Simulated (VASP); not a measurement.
Given:

```yaml
crystal:
  lattice:
    - [0.00000, 3.27518, 3.27518]
    - [3.27518, 0.00000, 3.27518]
    - [3.27518, 3.27518, 0.00000]
  atoms:
    - { symbol: Hg, position: [0.00000, 0.00000, 0.00000] }
    - { symbol: Te, position: [0.25000, 0.25000, 0.25000] }
```

Level of theory: PBE GGA with D3 dispersion (Becke-Johnson damping), VASP's PBE PAW potentials (set 64) (plane waves; VASP 6.6.1). Run with 520 eV cut-off, 9×9×9 Γ-centred mesh, first-order Methfessel-Paxton smearing of 0.10 eV, potentials Hg Te.

Unless said otherwise, spin-orbit coupling is left out, though it shifts the bands of the heavy elements here.

Q: Estimate the energy per atom (σ→0), band gap (on the k-mesh) with the smallest direct gap where there is one.

A: 
The band gap (on the k-mesh) comes out as none (metal, semimetal or under 0.01 eV). The energy per atom (σ→0) is -2.160 eV/atom.

Only differences to runs with the same potentials and settings are physical.

The compound is HgTe in the zinc blende structure. It was relaxed first. The start is the result of an earlier pass.
